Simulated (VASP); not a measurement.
Method: revPBE GGA, VASP's PBE PAW potentials (set 64) (plane waves; VASP).

A VASP calculation is set up with these files.

KPOINTS:
```
Automatic mesh
0
Gamma
1 1 1
0 0 0
```

### INCAR
```
SYSTEM=I atom
PREC=Normal; ENCUT=520; LREAL=.FALSE.
LASPH=.TRUE.; ISYM=0
EDIFF=1E-6; NELM=200; ALGO=All
LMAXMIX=4
ISMEAR=0; SIGMA=0.01
GGA=RE
ISPIN=2; MAGMOM=1; NUPDOWN=1
LWAVE=.FALSE.; LCHARG=.FALSE.; LORBIT=10
```

File POSCAR:
```
I atom
12.0
  1.0000000000   0.0000000000   0.0000000000
  0.0000000000   1.0416666667   0.0000000000
  0.0000000000   0.0000000000   1.0833333333
I
1
direct
  0.0000000000   0.0000000000   0.0000000000
```

POTCAR, in this order: I (PBE.64 set). Program: vasp_gam. Read from the step before: WAVECAR.

Output

OSZICAR:
```
       N       E                     dE             d eps       ncg     rms           ort
SDA:   1    -0.179391903793E+00   -0.17939E+00    0.00000E+00     8   0.351E-02   0.000E+00
CGA:   2    -0.180626361345E+00   -0.12345E-02   -0.12437E-02     8   0.553E-03  -0.604E-04
CGA:   3    -0.180737236622E+00   -0.11088E-03   -0.11082E-03     8   0.304E-03  -0.478E-05
CGA:   4    -0.180782692272E+00   -0.45456E-04   -0.45310E-04     8   0.409E-04  -0.252E-05
CGA:   5    -0.180793781175E+00   -0.11089E-04   -0.11347E-04     8   0.134E-04  -0.358E-05
SDA:   6    -0.180798491542E+00   -0.47104E-05   -0.55651E-05     8   0.177E-04  -0.354E-05
CGA:   7    -0.180801277706E+00   -0.27862E-05   -0.27940E-05     8   0.118E-04   0.888E-07
CGA:   8    -0.180809100359E+00   -0.78227E-05   -0.76042E-05     8   0.496E-04   0.535E-06
SDA:   9    -0.206396028329E+00   -0.25587E-01   -0.24996E-01     8   0.192E+00   0.493E-03
CGA:  10    -0.228328764740E+00   -0.21933E-01   -0.10785E+00     8   0.451E-01  -0.322E-01
CGA:  11    -0.240211831254E+00   -0.11883E-01   -0.11881E-01     8   0.420E-02   0.110E-04
CGA:  12    -0.241793797075E+00   -0.15820E-02   -0.15800E-02     8   0.110E-02   0.109E-05
CGA:  13    -0.242319846366E+00   -0.52605E-03   -0.52435E-03     8   0.345E-03  -0.246E-05
CGA:  14    -0.242497714871E+00   -0.17787E-03   -0.17851E-03     8   0.830E-04   0.705E-06
CGA:  15    -0.242533607740E+00   -0.35893E-04   -0.36109E-04     8   0.188E-04   0.362E-06
CGA:  16    -0.242543366299E+00   -0.97586E-05   -0.97059E-05     8   0.668E-05  -0.118E-06
CGA:  17    -0.242547117068E+00   -0.37508E-05   -0.37920E-05     8   0.278E-05   0.123E-06
CGA:  18    -0.242548753279E+00   -0.16362E-05   -0.16494E-05     8   0.100E-05   0.485E-07
CGA:  19    -0.242549364118E+00   -0.61084E-06   -0.60084E-06     8   0.392E-06  -0.399E-07
   1 F= -.24254936E+00 E0= -.24254936E+00  d E =-.133659E-20  mag=     1.0000
```

OUTCAR:
```
------------------------ aborting loop because EDIFF is reached ----------------------------------------
  FORCE on cell =-STRESS in cart. coord.  units (eV):
  Direction    XX          YY          ZZ          XY          YZ          ZX
  --------------------------------------------------------------------------------------
  Total        0.0006196     -0.0001749     -0.0004684      0.0000213     -0.0002556     -0.0004754
  in kB        0.0005091     -0.0001437     -0.0003848      0.0000175     -0.0002100     -0.0003906
  external PRESSURE =      -0.0000065 kB  Pullay stress =       0.0000000 kB
  volume of cell :     1950.00
      direct lattice vectors                 reciprocal lattice vectors
    12.000000000  0.000000000  0.000000000     0.083333333  0.000000000  0.000000000
     0.000000000 12.500000000  0.000000000     0.000000000  0.080000000  0.000000000
     0.000000000  0.000000000 13.000000000     0.000000000  0.000000000  0.076923077
 POSITION                                       TOTAL-FORCE (eV/Angst)
 -----------------------------------------------------------------------------------
      0.00000      0.00000      0.00000         0.000000      0.000000     -0.000000
 -----------------------------------------------------------------------------------
    total drift:                                0.000000      0.000000     -0.000000
  FREE ENERGIE OF THE ION-ELECTRON SYSTEM (eV)
  ---------------------------------------------------
  free  energy   TOTEN  =        -0.2425493641 eV

  energy  without entropy=       -0.2425493641  energy(sigma->0) =       -0.24254936

 total charge

# of ion       s       p       d       tot
------------------------------------------
    1        1.527   2.648   0.001   4.176

 magnetization (x)

# of ion       s       p       d       tot
------------------------------------------
    1        0.014   0.562   0.001   0.577
```
(Selected blocks of OUTCAR.)

The atom may not be in its lowest state.

The cell is a free atom in a box.
